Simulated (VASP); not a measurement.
```yaml
crystal:
  lattice:
    - [0.00000, 2.72642, 2.72642]
    - [2.72642, 0.00000, 2.72642]
    - [2.72642, 2.72642, 0.00000]
  atoms:
    - { symbol: Cd, position: [0.00000, 0.00000, 0.00000] }
    - { symbol: S, position: [0.50000, 0.50000, 0.50000] }
```

Level of theory: r2SCAN meta-GGA, VASP's PBE PAW potentials (set 64) (plane waves; VASP). Numerical set-up: 400 eV cut-off, 19×19×19 Γ-centred mesh, Gaussian smearing of 0.010 eV, potentials Cd S.

### Question
What does the run give for the energy per atom (σ→0)?

### Answer

```
Quantity                        Result
---------------------  ---------------
energy per atom (σ→0)  -14.761 eV/atom
```

The absolute energy has meaning only against runs of the same code, potentials and settings.

The structure comes from a computed database's CdS entry (Fm-3m); how it stands against other phases isn't given here. It was relaxed first.
